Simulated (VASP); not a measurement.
Data:

```yaml
crystal:
  lattice:
    - [4.57741, 0.00000, 0.00000]
    - [0.00000, 2.82440, 0.00000]
    - [0.00000, 0.00000, 23.50607]
  atoms:
    - { symbol: Al, position: [0.50010, 0.00000, 0.55690] }
    - { symbol: Al, position: [0.99990, 0.50000, 0.55690] }
    - { symbol: Al, position: [0.49990, 0.00000, 0.44310] }
    - { symbol: Al, position: [0.00010, 0.50000, 0.44310] }
```

Calculation: PBEsol GGA, VASP's PBE PAW potentials (set 64) (plane waves; VASP 6.6.1). Numerical set-up: 400 eV cut-off, 8×12×1 Γ-centred mesh, tetrahedra with Blöchl corrections, potentials Al.

The cell holds a wide vacuum, so values per volume refer to the whole cell.

Q: Predict the energy per atom (σ→0), band gap (on the k-mesh) with the smallest direct gap where there is one.

A: 
```json
{
  "band gap (on the k-mesh)": "none (metal, semimetal or under 0.01 eV)",
  "energy per atom (σ→0)": "-3.622 eV/atom"
}
```

Only differences to runs with the same potentials and settings are physical.

The cell is a sheet with vacuum, built from a generated structure.
